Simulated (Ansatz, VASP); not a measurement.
# Cross-check of KLiB2 between VASP and Ansatz, part 2 of 2

Aim: how closely do two programs agree when they are given the same cell, functional and k mesh? The cell is generated by rule, not measured, and may not be a known phase. The cell is taken from a series of runs on this material, whose earlier steps may have relaxed, scaled, displaced or heated it; both programs get it as it stands.

VASP 6.6.1 and Ansatz 0.2.0.

So far: The structure; VASP: relaxation of cell and atoms, PBE with D3(BJ), pair 1; Ansatz: relaxation of cell and atoms, PBE with D3(BJ), pair 1; Comparison.

### 5. Ansatz: relaxation of cell and atoms, PBE with D3(BJ), pair 2

Level of this step: Ansatz beside VASP: Kohn-Sham DFT, plane waves, PBE with D3(BJ) (Ansatz).

The relaxed volume is the usual yardstick between codes: in a stiff, nearly cubic crystal its relative difference is about their pressure difference at one cell divided by the bulk modulus.

The cell is taken from a series of runs on this material, whose earlier steps may have relaxed, scaled, displaced or heated it; both programs get it as it stands.

Contents of input.yaml:

```yaml
crystal:
  lattice:
    - [4.7974456534, 2.8109e-06, 0.0]
    - [-2.398725261, 4.1547084036, 0.0]
    - [0.0, 0.0, 3.1712893992]
  atoms:
    - { symbol: Li, position: [0.3333333333, 0.6666666667, 0.25] }
    - { symbol: K, position: [0.6666666667, 0.3333333333, 0.75] }
    - { symbol: B, position: [0.0, 0.0, 0.25] }
    - { symbol: B, position: [0.0, 0.0, 0.75] }
kpoints:
  mp_grid: { grid: [9, 9, 12] }
hamiltonian:
  xc: pbe
  dispersion: d3bj
scf:
  occupations: { method: gaussian, width: 0.1 }
output:
  forces: true
  stress: true
  eigenvalues: true
relax:
  adjacent_minimum: "off"
  f_tol: 0.005
  max_steps: 80
  cell: { stress_tol: 0.05 }
```

Command:

```sh
> ansatz run input.yaml --threads 8 --pin off --max-ram 14336MiB --backend cpu --events-out ev --progress --plain --runs-dir out
```

Numbers of over 12 decimals in the logs are rounded to 6 here.

The log of the run:

```text
[...]
Crystal: 4 atoms, lattice volume = 63.210 Å³
Basis set: ecut = 420 eV, 1223 PW (Γ), exchange–correlation on 72×72×48 points (8 copies of the dense FFT grid, shifted against one another)
Bands: 13, of which v1, the nominal top of the filled ones, is band 9 counted from 1 (8 counted from 0)
Symmetry: 12 space group operations
[...]
k-points: 84 of 972 (time reversal used)
[...]
--- Relaxed structure (3 steps of the walk, 3 accepted, 1 SCFs on fresh bases) ---
[...]
cell:  # Å, volume = 63.0943 Å³
    - [4.797988, 2.8112114950039228e-6, 1.726078360736753e-19]
    - [-2.398996, 4.155178, 0]
    - [1.1410017753425606e-19, 0, 3.164765]
  atoms:
    - { symbol: Li, position: [0.333333, 0.666667, 0.25] }
    - { symbol: K, position: [0.666667, 0.333333, 0.75] }
    - { symbol: B, position: [0, 0, 0.25] }
    - { symbol: B, position: [0, 0, 0.75] }
[key lines of the parts left out:]
SCF converged after 5 iterations
Free energy (F): -2054.246105 eV
Fermi energy:    5.635413 eV
P = ⅓ Tr σ = 0.0040 GPa (0.040 kbar)
```

### 6. VASP: relaxation of cell and atoms, PBE with D3(BJ), pair 2

The same cell, functional, mesh and smearing now go to VASP, with its own data sets.

Contents of INCAR:

```
SYSTEM = KLiB2
PREC = Accurate
ENCUT = 750
EDIFF = 1E-07
NELM = 120
ISMEAR = 0
SIGMA = 0.1
LREAL = .FALSE.
ALGO = Normal
GGA = PE
IVDW = 12
NBANDS = 15
LORBIT = 11
LWAVE = .FALSE.
LCHARG = .FALSE.
ISIF = 3
IBRION = 2
NSW = 80
EDIFFG = -0.005
LASPH = .TRUE.
GGA_COMPAT = .FALSE.
NELMIN = 4
KPAR = 2
```

Contents of POSCAR:

```
KLiB2
1.0
    4.7974460000      0.0000030000      0.0000000000
   -2.3987250000      4.1547080000      0.0000000000
    0.0000000000      0.0000000000      3.1712890000
Li K B
1 1 2
Direct
    0.3333332746      0.6666668271      0.2499999212
    0.6666666373      0.3333334136      0.7500000788
    0.0000000000      0.0000000000      0.2499999212
    0.0000000000      0.0000000000      0.7500000788
```

Contents of KPOINTS:

```
Automatic mesh
0
Gamma
9 9 12
0 0 0
```

PAW data sets: Li_sv, K_sv and B (PBE family, release 64).

Command:

```sh
> mpirun -np 2 vasp_std
```

The log of the run:

```text
[... set-up lines as in an earlier step ...]
 entering main loop
       N       E                     dE             d eps       ncg     rms          rms(c)
DAV:   1     0.106904697331E+03    0.10690E+03   -0.97578E+03  2520   0.146E+03
DAV:   2    -0.921731225974E+01   -0.11612E+03   -0.10983E+03  2933   0.321E+02
DAV:   3    -0.182994109026E+02   -0.90821E+01   -0.90268E+01  4942   0.635E+01
DAV:   4    -0.184956668067E+02   -0.19626E+00   -0.19596E+00  3255   0.102E+01
[...]
DAV:  13    -0.154996643567E+02    0.24198E-07   -0.32765E-06  4151   0.119E-02    0.476E-03
DAV:  14    -0.154996640605E+02    0.29619E-06   -0.12064E-06  3505   0.615E-03    0.173E-03
DAV:  15    -0.154996640175E+02    0.43008E-07   -0.21009E-07  3429   0.307E-03
   1 F= -.16298811E+02 E0= -.16297753E+02  d E =-.162988E+02
[...]
2 F= -.16298980E+02 E0= -.16297942E+02  d E =-.169551E-03
[...]
3 F= -.16299143E+02 E0= -.16298097E+02  d E =-.332280E-03
[...]
4 F= -.16299143E+02 E0= -.16298097E+02  d E =-.332205E-03
[...]
5 F= -.16299158E+02 E0= -.16298110E+02  d E =-.152240E-04
 trial-energy change:   -0.000015  1 .order   -0.000015   -0.000020   -0.000010
 step:   1.8095(harm=  1.8095)  dis= 0.00000  next Energy=   -16.299163 (dE=-0.202E-04)
 reached required accuracy - stopping structural energy minimisation
```

Parts of OUTCAR (step 6):

```text
 Edisp (eV)   -0.80020

 Edisp (eV)   -0.79963

  Total       0.01498     0.01498     0.00118     0.00000     0.00000     0.00000
  in kB       0.37995     0.37995     0.02985     0.00000     0.00000     0.00000
  external pressure =        0.26 kB  Pullay stress =        0.00 kB

 POSITION                                       TOTAL-FORCE (eV/Angst)
 -----------------------------------------------------------------------------------
     -0.00000      2.77186      0.79125         0.000000     -0.000000      0.000000
      2.40050      1.38593      2.37375         0.000000      0.000000     -0.000000
     -2.40051      4.15779      0.79125        -0.000000     -0.000000      0.000000
     -0.00000      0.00000      2.37375        -0.000000      0.000000      0.000000
 -----------------------------------------------------------------------------------
    total drift:                                0.000409     -0.000334     -0.000309

  FREE ENERGIE OF THE ION-ELECTRON SYSTEM (eV)
  ---------------------------------------------------
  free  energy   TOTEN  =       -16.2991579798 eV

  energy  without entropy=      -16.2970622972  energy(sigma->0) =      -16.29811014

[... 1 part as in an earlier step ...]

[... 3 further parts left out ...]
[key lines of the parts left out:]
E-fermi :   2.5868
```

### 7. Comparison

Compared:

| quantity | Ansatz | VASP | difference |
| --- | --- | --- | --- |
| volume (Å³) | 63.09 | 63.18 | -0.13 % |
| edge a after relaxation, in the typed setting (Å) | 4.798 | 4.801 | -0.06 % |
| edge c after relaxation, in the typed setting (Å) | 3.165 | 3.165 | -0.01 % |

### 8. Ansatz: relaxation of cell and atoms, PBE with D3(BJ), pair 3

The relaxed volume is the usual yardstick between codes: in a stiff, nearly cubic crystal its relative difference is about their pressure difference at one cell divided by the bulk modulus. This pair takes another cell of the material, with 8 atoms against 4 for the pair before.

The cell is taken from a series of runs on this material, whose earlier steps may have relaxed, scaled, displaced or heated it; both programs get it as it stands.

Contents of input.yaml:

```yaml
crystal:
  lattice:
    - [3.1411708206, 0.0, 0.0]
    - [0.0, 5.8415147913, 0.0]
    - [0.0, 0.0, 7.3260058024]
  atoms:
    - { symbol: Li, position: [0.0, 0.5619290419, 0.2982896829] }
    - { symbol: Li, position: [0.0, 0.4380709581, 0.7982896829] }
    - { symbol: K, position: [0.5, 0.1262986866, 0.1533075577] }
    - { symbol: K, position: [0.5, 0.8737013134, 0.6533075577] }
    - { symbol: B, position: [0.0, 0.6773153365, 0.0213832907] }
    - { symbol: B, position: [0.0, 0.3226846635, 0.5213832907] }
    - { symbol: B, position: [0.5, 0.6498245387, 0.0270194688] }
    - { symbol: B, position: [0.5, 0.3501754613, 0.5270194688] }
kpoints:
  mp_grid: { grid: [10, 6, 4] }
hamiltonian:
  xc: pbe
  dispersion: d3bj
scf:
  occupations: { method: methfessel_paxton, width: 0.15 }
output:
  forces: true
  stress: true
  eigenvalues: true
relax:
  adjacent_minimum: "off"
  f_tol: 0.001
  max_steps: 60
  cell: { stress_tol: 0.01 }
```

Command:

```sh
> ansatz run input.yaml --threads 8 --pin off --max-ram 14336MiB --backend cpu --events-out ev --progress --plain --runs-dir out
```

The log of the run:

```text
[...]
Crystal: 8 atoms, lattice volume = 134.426 Å³
Basis set: ecut = 420 eV, 2613 PW (Γ), exchange–correlation on 48×80×100 points (8 copies of the dense FFT grid, shifted against one another)
Bands: 26, of which v1, the nominal top of the filled ones, is band 18 counted from 1 (17 counted from 0)
Symmetry: 4 space group operations
[...]
- [0.0, 0.0, 7.301391]
  atoms:
    - { symbol: Li, position: [0, 0.560902, 0.298662] }
    - { symbol: Li, position: [0, 0.439098, 0.798662] }
    - { symbol: K, position: [0.500000, 0.126689, 0.152126] }
    - { symbol: K, position: [0.500000, 0.873311, 0.652126] }
    - { symbol: B, position: [0, 0.678778, 0.021710] }
    - { symbol: B, position: [0, 0.321222, 0.521710] }
    - { symbol: B, position: [0.500000, 0.650988, 0.027502] }
    - { symbol: B, position: [0.500000, 0.349012, 0.527502] }
[key lines of the parts left out:]
SCF converged after 7 iterations
Free energy (F): -4109.432262 eV
Fermi energy:    5.182754 eV
P = ⅓ Tr σ = -0.0008 GPa (-0.008 kbar)
```

### 9. VASP: relaxation of cell and atoms, PBE with D3(BJ), pair 3

The same cell, functional, mesh and smearing now go to VASP, with its own data sets.

Changes to INCAR since step 6:

```diff
@@ -5,4 +5,4 @@
 NELM = 120
-ISMEAR = 0
-SIGMA = 0.1
+ISMEAR = 1
+SIGMA = 0.15
 LREAL = .FALSE.
@@ -11,3 +11,3 @@
 IVDW = 12
-NBANDS = 15
+NBANDS = 26
 LORBIT = 11
```

Contents of POSCAR:

```
KLiB2
1.0
    3.1411710000      0.0000000000      0.0000000000
    0.0000000000      5.8415150000      0.0000000000
    0.0000000000      0.0000000000      7.3260060000
Li K B
2 2 4
Direct
    0.0000000000      0.5619290544      0.2982896820
    0.0000000000      0.4380709456      0.7982896820
    0.4999998408      0.1262987427      0.1533075457
    0.4999998408      0.8737012573      0.6533075457
    0.0000000000      0.6773153882      0.0213832749
    0.0000000000      0.3226846118      0.5213832749
    0.4999998408      0.6498245746      0.0270194974
    0.4999998408      0.3501754254      0.5270194974
```

Contents of KPOINTS:

```
Automatic mesh
0
Gamma
10 6 4
0 0 0
```

Command:

```sh
> mpirun -np 2 vasp_std
```

The log of the run:

```text
[banner, memory and clock lines left out]
running    2 mpi-ranks, on    1 nodes
[...]
LDA part: xc-table for (Slater+PW92), standard interpolation
 POSCAR, INCAR and KPOINTS ok, starting setup
[...]
entering main loop
       N       E                     dE             d eps       ncg     rms          rms(c)
DAV:   1     0.282769889201E+03    0.28277E+03   -0.19603E+04  3744   0.170E+03
DAV:   2    -0.125292084323E+02   -0.29530E+03   -0.28203E+03  4344   0.408E+02
DAV:   3    -0.373285744100E+02   -0.24799E+02   -0.24474E+02  6048   0.915E+01
DAV:   4    -0.394154697752E+02   -0.20869E+01   -0.20716E+01  6124   0.236E+01
[...]
DAV:  14    -0.320395452519E+02   -0.18231E-05   -0.57291E-06  5432   0.122E-02    0.434E-03
DAV:  15    -0.320395450383E+02    0.21361E-06   -0.73569E-07  4392   0.446E-03    0.120E-03
DAV:  16    -0.320395450203E+02    0.18057E-07   -0.50812E-07  4342   0.279E-03
   1 F= -.33551472E+02 E0= -.33551422E+02  d E =-.335515E+02
[...]
DAV:   6    -0.320403763730E+02    0.11651E-06   -0.92627E-08  3094   0.159E-03    0.644E-04
DAV:   7    -0.320403761977E+02    0.17528E-06   -0.17503E-08  2120   0.882E-04    0.222E-04
DAV:   8    -0.320403762064E+02   -0.86711E-08   -0.51001E-09  2102   0.400E-04
   2 F= -.33551504E+02 E0= -.33551454E+02  d E =-.322955E-04
 trial-energy change:   -0.000032  1 .order   -0.000032   -0.000043   -0.000020
 step:   1.7156(harm=  1.8887)  dis= 0.00031  next Energy=   -33.551511 (dE=-0.398E-04)
[...]
N       E                     dE             d eps       ncg     rms          rms(c)
DAV:   1    -0.320409869330E+02   -0.61074E-03   -0.16064E-03  3824   0.289E-01    0.338E-02
DAV:   2    -0.320409660545E+02    0.20879E-04   -0.81368E-05  5488   0.585E-02    0.183E-02
DAV:   3    -0.320409585129E+02    0.75416E-05   -0.19726E-05  5066   0.269E-02    0.112E-02
DAV:   4    -0.320409576533E+02    0.85961E-06   -0.28289E-06  6248   0.633E-03    0.448E-03
DAV:   5    -0.320409569018E+02    0.75143E-06   -0.89242E-07  6274   0.431E-03    0.989E-04
DAV:   6    -0.320409568209E+02    0.80943E-07   -0.39087E-08  2238   0.115E-03
   3 F= -.33551513E+02 E0= -.33551463E+02  d E =-.415094E-04
[...]
reached required accuracy - stopping structural energy minimisation
```

Parts of OUTCAR (step 9):

```text
 Edisp (eV)   -1.51113

 Edisp (eV)   -1.51056

  Total       0.03996     0.01819    -0.01016     0.00000     0.00000     0.00000
  in kB       0.47585     0.21661    -0.12092     0.00000     0.00000     0.00000
  external pressure =        0.19 kB  Pullay stress =        0.00 kB

 POSITION                                       TOTAL-FORCE (eV/Angst)
 -----------------------------------------------------------------------------------
      0.00000      3.28516      2.18641         0.000000      0.001233      0.001541
      0.00000      2.56058      5.85081         0.000000     -0.001233      0.001541
      1.57034      0.73845      1.12329         0.000000      0.000399     -0.002018
      1.57034      5.10729      4.78769         0.000000     -0.000399     -0.002018
      0.00000      3.95939      0.15661         0.000000     -0.001989      0.000298
      0.00000      1.88634      3.82101         0.000000      0.001989      0.000298
      1.57034      3.79855      0.19809         0.000000      0.000459      0.000179
      1.57034      2.04719      3.86248         0.000000     -0.000459      0.000179
 -----------------------------------------------------------------------------------
    total drift:                                0.000694      0.000000      0.000171

  FREE ENERGIE OF THE ION-ELECTRON SYSTEM (eV)
  ---------------------------------------------------
  free  energy   TOTEN  =       -33.5515132211 eV

  energy  without entropy=      -33.5513631496  energy(sigma->0) =      -33.55146320

[... 1 part as in an earlier step ...]

[... 3 further parts left out ...]
[key lines of the parts left out:]
E-fermi :   2.3256
```

The run keeps the 4 symmetry operations of its start, so it cannot find a distortion of lower symmetry.

### 10. Differences

Compared:

| quantity | Ansatz | VASP | difference |
| --- | --- | --- | --- |
| volume (Å³) | 134.40 | 134.55 | -0.11 % |
| edge a after relaxation, in the typed setting (Å) | 3.141 | 3.141 | +0.01 % |
| edge b after relaxation, in the typed setting (Å) | 5.861 | 5.846 | +0.26 % |
| edge c after relaxation, in the typed setting (Å) | 7.301 | 7.329 | -0.37 % |

### 11. What came out

- difference in volume (relaxation of cell and atoms, PBE with D3(BJ), pair 1): -0.11 %
- difference in volume (relaxation of cell and atoms, PBE with D3(BJ), pair 2): -0.13 %
- difference in edge c after relaxation, in the typed setting (relaxation of cell and atoms, PBE with D3(BJ), pair 3): -0.37 %

In words: The difference in edge c after relaxation, in the typed setting is -0.37 % (relaxation of cell and atoms, PBE with D3(BJ), pair 3), within the 1.2 % picked in this series as the mark of a large difference, as far as the stopping tolerances let one tell. 3 further runs of this series are not shown here. Such differences can come from data sets, numerical settings and the points named under the comparisons, not from the functional's error against experiment.

[Lines on the potential files, build, host, timing and source positions are cut from VASP's logs without a mark.]

[Logs are printed without paths, hosts, clocks, repeated set-up lines and the standing remarks that a program may print on its own settings, such as how far it seeks lower states.]

[Hosts, paths, dates, database ids (printed as entryN), source tags and the programs' standing remarks are cut or masked in the printed files.]
